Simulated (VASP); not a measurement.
Input for VASP

### KPOINTS
```
Regular mesh
0
gamma
 6 6 3
```

File POSCAR:
```
AgI
1.0
  2.4179720749  -4.1880509444   0.0000000000
  2.4179720749   4.1880509444   0.0000000000
  0.0000000000   0.0000000000   7.9159397577
Ag I
2 2
Cart
  2.4179720749  -1.3960197735   3.9593396966
  2.4179720749   1.3960197735   0.0013698178
  2.4179720749  -1.3960197735   6.9250774702
  2.4179720749   1.3960197735   2.9671075914
```

**INCAR**
```
AGGAC = 0.0
ALGO = Normal
EDIFF = 1E-7
ENCUT = 520
GGA = ML
ISIF = 2
ISMEAR = -5
LASPH = .True.
LCHARG = .True.
LEFG = .True.
LMAXMIX = 4
LORBIT = 11
LREAL = .False.
LUSE_VDW = .True.
LWAVE = .False.
NEDOS = 601
NELM = 100
PREC = Accurate
SYSTEM = AgI
ZAB_VDW = -1.8867
```

POTCAR, in this order: Ag I (PBE.64 set). Program: vasp_std.

### Question
Translate this vdW-DF2 calculation to Quantum ESPRESSO's pw.x.

### Answer
One equivalent input (not run):
```
&CONTROL
  calculation = 'scf'
  pseudo_dir = './pseudo'
  outdir = './out'
  tprnfor = .true.
  tstress = .true.
/
&SYSTEM
  ibrav = 0
  nat = 4
  ntyp = 2
  ecutwfc = 82
  occupations = 'tetrahedra'
  input_dft = 'vdw-df2'
/
&ELECTRONS
  conv_thr = 7.3e-09
  electron_maxstep = 100
/
ATOMIC_SPECIES
  Ag 107.868 Ag.upf
  I 126.904 I.upf
CELL_PARAMETERS angstrom
     2.4179721   -4.1880509    0.0000000
     2.4179721    4.1880509    0.0000000
     0.0000000    0.0000000    7.9159398
ATOMIC_POSITIONS crystal
  Ag   0.6666670  0.3333330  0.5001730
  Ag   0.3333330  0.6666670  0.0001730
  I    0.6666670  0.3333330  0.8748270
  I    0.3333330  0.6666670  0.3748270
K_POINTS automatic
  6 6 3 0 0 0
```
What does not carry over: the potentials are each code's own (VASP's PAW set, PseudoDojo norm-conserving files in pw.x), so ENCUT and ecutwfc are chosen apart and not converted; conv_thr bounds pw.x's estimated SCF error, while EDIFF bounds the energy change between steps; the field gradients of LEFG aren't asked of the other code.

The compound is AgI in the wurtzite structure. It was relaxed first, which changed the volume by +17 %.
